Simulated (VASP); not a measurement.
All values below come from r2SCAN meta-GGA, VASP's PBE PAW potentials (set 64) (plane waves; VASP).

VASP input:

KPOINTS:
```
kpoints
0
gamma
 12 12 9
```

### INCAR
```
SYSTEM = GeW
PREC = Accurate; ENCUT = 400; LREAL = .FALSE.
LASPH = .TRUE.
EDIFF = 1E-6; NELM = 100; ALGO = Normal
LMAXMIX = 6; LMIXTAU = .TRUE.
ISMEAR = 1; SIGMA = 0.1
METAGGA = R2SCAN
IBRION = 2; NSW = 60; ISIF = 3
EDIFFG = -0.01
LWAVE = .FALSE.; LCHARG = .FALSE.
```

POSCAR:
```
GeW
1
    3.2054978184    -0.0000000530     0.0000000000
   -1.6027485041     2.7760421889    -0.0000000000
   -0.0000000000     0.0000000000     3.5333118411
W Ge
1 1
Direct
  0.0000000000   1.0000000000   0.0000000000
  0.6666670000   0.3333330000   0.5000000000
```

POTCAR, in this order: W_sv Ge_d (PBE.64 set). Program: vasp_std.

What VASP printed:

OUTCAR:
```
 ion  position               nearest neighbor table
   1  0.000  0.000  0.000-   2 2.56   2 2.56   2 2.56   2 2.56   2 2.56   2 2.56
   2  0.667  0.333  0.500-   1 2.56   1 2.56   1 2.56   1 2.56   1 2.56   1 2.56
  LATTYP: Found a hexagonal cell.
 ALAT       =     3.2054978184
 C/A-ratio  =     1.1022661818
 Subroutine PRICEL returns:
 Original cell was already a primitive cell.
 Subroutine GETGRP returns: Found 12 space group operations
The static configuration has the point symmetry D_3h.
The dynamic configuration has the point symmetry D_3h.
 Subroutine INISYM returns: Found 12 space group operations
 Subroutine IBZKPT returns following result:
 Found     95 irreducible k-points:

 Following reciprocal coordinates:
            Coordinates               Weight
  0.000000  0.000000  0.000000      1.000000
  0.083333 -0.000000  0.000000      6.000000
  0.166667 -0.000000  0.000000      6.000000
  0.250000  0.000000  0.000000      6.000000
  0.333333  0.000000  0.000000      6.000000
  0.416667 -0.000000  0.000000      6.000000
  0.500000  0.000000  0.000000      3.000000
  0.083333  0.083333  0.000000      6.000000
  0.166667  0.083333  0.000000     12.000000
  0.250000  0.083333  0.000000     12.000000
  0.333333  0.083333  0.000000     12.000000
  0.416667  0.083333  0.000000     12.000000
  0.166667  0.166667  0.000000      6.000000
  0.250000  0.166667  0.000000     12.000000
  0.333333  0.166667  0.000000     12.000000
  0.416667  0.166667  0.000000      6.000000
  0.250000  0.250000  0.000000      6.000000
  0.333333  0.250000  0.000000     12.000000
  0.333333  0.333333  0.000000      2.000000
  0.000000  0.000000  0.111111      2.000000
  0.083333 -0.000000  0.111111     12.000000
  0.166667 -0.000000  0.111111     12.000000
  0.250000  0.000000  0.111111     12.000000
...
```

File OSZICAR:
```
       N       E                     dE             d eps       ncg     rms          rms(c)
DAV:   1     0.128786334505E+03    0.12879E+03   -0.13127E+04  3652   0.326E+03
DAV:   2    -0.559271947103E+02   -0.18471E+03   -0.18103E+03  3490   0.536E+02
DAV:   3    -0.701739026670E+02   -0.14247E+02   -0.13914E+02  3908   0.119E+02
DAV:   4    -0.705055160037E+02   -0.33161E+00   -0.32981E+00  4032   0.178E+01
DAV:   5    -0.705106574010E+02   -0.51414E-02   -0.51394E-02  3954   0.236E+00    0.218E+01
DAV:   6    -0.647599294244E+02    0.57507E+01   -0.40196E+00  3524   0.210E+01    0.401E+00
DAV:   7    -0.645691838294E+02    0.19075E+00   -0.26435E-01  3742   0.427E+00    0.216E+00
DAV:   8    -0.647849838797E+02   -0.21580E+00   -0.21021E-01  3512   0.458E+00    0.421E-01
DAV:   9    -0.647196881473E+02    0.65296E-01   -0.76931E-02  3476   0.256E+00    0.297E-01
DAV:  10    -0.647220619127E+02   -0.23738E-02   -0.16244E-03  3794   0.379E-01    0.206E-01
DAV:  11    -0.647230085201E+02   -0.94661E-03   -0.45064E-03  3530   0.621E-01    0.244E-01
DAV:  12    -0.647227457451E+02    0.26277E-03   -0.13468E-03  3488   0.292E-01    0.119E-01
DAV:  13    -0.647237571823E+02   -0.10114E-02   -0.70796E-04  3474   0.231E-01    0.552E-02
DAV:  14    -0.647238128699E+02   -0.55688E-04   -0.13489E-04  3600   0.972E-02    0.225E-02
DAV:  15    -0.647238211349E+02   -0.82649E-05   -0.11885E-05  2896   0.318E-02    0.944E-03
DAV:  16    -0.647238197164E+02    0.14185E-05   -0.11504E-06  2484   0.982E-03    0.149E-03
DAV:  17    -0.647238209745E+02   -0.12581E-05   -0.60627E-07  1814   0.722E-03    0.924E-04
DAV:  18    -0.647238205254E+02    0.44911E-06   -0.12000E-07  1768   0.430E-03
   1 F= -.64723821E+02 E0= -.64723788E+02  d E =-.647238E+02
       N       E                     dE             d eps       ncg     rms          rms(c)
DAV:   1    -0.649601306004E+02   -0.23631E+00   -0.46640E+00  4392   0.377E+01    0.441E+00
DAV:   2    -0.647596767216E+02    0.20045E+00   -0.45873E-01  4018   0.819E+00    0.122E+00
DAV:   3    -0.647252801325E+02    0.34397E-01   -0.48610E-02  4392   0.387E+00    0.622E-01
DAV:   4    -0.647158193870E+02    0.94607E-02   -0.12453E-02  3908   0.146E+00    0.283E-01
DAV:   5    -0.647072713863E+02    0.85480E-02   -0.14119E-02  3550   0.131E+00    0.589E-02
DAV:   6    -0.647170682171E+02   -0.97968E-02   -0.58259E-03  3440   0.661E-01    0.415E-02
DAV:   7    -0.647170595291E+02    0.86879E-05   -0.26594E-04  3726   0.153E-01    0.230E-02
DAV:   8    -0.647171139114E+02   -0.54382E-04   -0.57730E-05  3530   0.691E-02    0.636E-03
DAV:   9    -0.647171030918E+02    0.10820E-04   -0.64037E-06  3494   0.285E-02    0.754E-03
DAV:  10    -0.647171118675E+02   -0.87757E-05   -0.25374E-06  2712   0.145E-02    0.954E-04
DAV:  11    -0.647171103875E+02    0.14800E-05   -0.12761E-07  1736   0.419E-03    0.550E-04
DAV:  12    -0.647171112724E+02   -0.88493E-06   -0.35874E-08  1730   0.235E-03
   2 F= -.64717111E+02 E0= -.64717060E+02  d E =0.670925E-02
       N       E                     dE             d eps       ncg     rms          rms(c)
DAV:   1    -0.648404120431E+02   -0.12330E+00   -0.21299E+00  4378   0.242E+01    0.318E+00
DAV:   2    -0.647455213137E+02    0.94891E-01   -0.20343E-01  4314   0.587E+00    0.848E-01
DAV:   3    -0.647293597790E+02    0.16162E-01   -0.23030E-02  4452   0.267E+00    0.475E-01
DAV:   4    -0.647247443059E+02    0.46155E-02   -0.57606E-03  3934   0.989E-01    0.192E-01
DAV:   5    -0.647210252749E+02    0.37190E-02   -0.69151E-03  3536   0.924E-01    0.414E-02
DAV:   6    -0.647255610727E+02   -0.45358E-02   -0.24649E-03  3426   0.450E-01    0.259E-02
DAV:   7    -0.647255917745E+02   -0.30702E-04   -0.11612E-04  3700   0.107E-01    0.155E-02
DAV:   8    -0.647255888957E+02    0.28788E-05   -0.16971E-05  3518   0.394E-02    0.373E-03
DAV:   9    -0.647255967909E+02   -0.78952E-05   -0.33412E-06  2754   0.179E-02    0.471E-03
DAV:  10    -0.647255914178E+02    0.53731E-05   -0.11841E-06  2166   0.109E-02    0.408E-04
DAV:  11    -0.647255926643E+02   -0.12465E-05   -0.91461E-08  1718   0.366E-03    0.209E-04
DAV:  12    -0.647255920937E+02    0.57057E-06   -0.13961E-08  1714   0.146E-03
   3 F= -.64725592E+02 E0= -.64725553E+02  d E =-.177157E-02
```

**OUTCAR**
```
------------------------ aborting loop because EDIFF is reached ----------------------------------------
  FORCE on cell =-STRESS in cart. coord.  units (eV):
  Direction    XX          YY          ZZ          XY          YZ          ZX
  --------------------------------------------------------------------------------------
  Total        0.0103194      0.0103194     -0.0159136      0.0000000     -0.0000000      0.0000000
  in kB        0.5211763      0.5211762     -0.8037120      0.0000001     -0.0000000      0.0000000
  external PRESSURE =       0.0795468 kB  Pullay stress =       0.0000000 kB
  volume of cell :       31.72
      direct lattice vectors                 reciprocal lattice vectors
     3.214369019 -0.000000052  0.000000000     0.311103051  0.179615408  0.000000000
    -1.607184102  2.783724871 -0.000000000     0.000000006  0.359230907 -0.000000000
    -0.000000000  0.000000000  3.545328176    -0.000000000  0.000000000  0.282061335
 POSITION                                       TOTAL-FORCE (eV/Angst)
 -----------------------------------------------------------------------------------
      0.00000     -0.00000      0.00000         0.000000     -0.000000     -0.000000
      1.60719      0.92791      1.77266        -0.000000      0.000000      0.000000
 -----------------------------------------------------------------------------------
    total drift:                               -0.000741      0.000420      0.000000
  FREE ENERGIE OF THE ION-ELECTRON SYSTEM (eV)
  ---------------------------------------------------
  free  energy   TOTEN  =       -64.7255920937 eV

  energy  without entropy=      -64.7254742211  energy(sigma->0) =      -64.72555280

 reached required accuracy - stopping structural energy minimisation
```
(Selected blocks of OUTCAR.)

**CONTCAR**
```
GeW
   1.00000000000000
     3.2143690193827310   -0.0000000519988055    0.0000000000000000
    -1.6071841024761673    2.7837248706566675   -0.0000000000000000
    -0.0000000000000000    0.0000000000000000    3.5453281759977471
  W               Ge
     1     1
Direct
     0.0000000000000000    0.0000000000000000    0.0000000000000000
     0.6666669999999968    0.3333330000000032    0.5000000000000000
```

File OUTCAR:
```
 val. band max:        9.4097525056   @ k =   0.0000   0.0000   0.1111

 cond. band min:       9.4309019645   @ k =   0.0000   0.0000   0.3333


 Fermi energy:         9.4302176444

 k-point     1 :       0.0000    0.0000    0.0000
  band No.  band energies     occupation
      1     -66.4088      2.00000
      2     -30.0550      2.00000
      3     -29.8314      2.00000
      4     -29.8314      2.00000
      5     -15.3794      2.00000
      6     -15.3794      2.00000
      7     -15.3746      2.00000
      8     -15.3613      2.00000
      9     -15.3613      2.00000
     10      -3.6882      2.00000
     11       5.8531      2.00000
     12       7.8660      2.00000
     13       7.8660      2.00000
     14       9.4812      0.24893
     15      10.6428     -0.00000
     16      10.6428     -0.00000
     17      16.9560      0.00000
     18      16.9561      0.00000

 k-point     2 :       0.0833   -0.0000    0.0000
  band No.  band energies     occupation
      1     -66.4078      2.00000
      2     -30.0524      2.00000
      3     -29.8526      2.00000
      4     -29.8363      2.00000
      5     -15.3810      2.00000
      6     -15.3760      2.00000
      7     -15.3717      2.00000
      8     -15.3621      2.00000
      9     -15.3614      2.00000
     10      -3.5290      2.00000
     11       5.9631      2.00000
     12       7.5964      2.00000
     13       8.0138      2.00000
     14       8.7563      2.00000
     15      10.5951     -0.00000
     16      11.5099      0.00000
     17      15.6374      0.00000
     18      16.5130      0.00000

 k-point     3 :       0.1667   -0.0000    0.0000
  band No.  band energies     occupation
      1     -66.4048      2.00000
      2     -30.0453      2.00000
      3     -29.9101      2.00000
      4     -29.8498      2.00000
      5     -15.3861      2.00000
      6     -15.3667      2.00000
      7     -15.3643      2.00000
      8     -15.3628      2.00000
      9     -15.3619      2.00000
...
```

Unless said otherwise, spin-orbit coupling is left out, though it shifts the bands of the heavy elements here.

The structure was generated: GeW was put into the WC type (P-6m2), which need not be its known phase. This run relaxes it. Symmetry was kept, so distortions that lower it aren't found. The start is the result of an earlier pass.
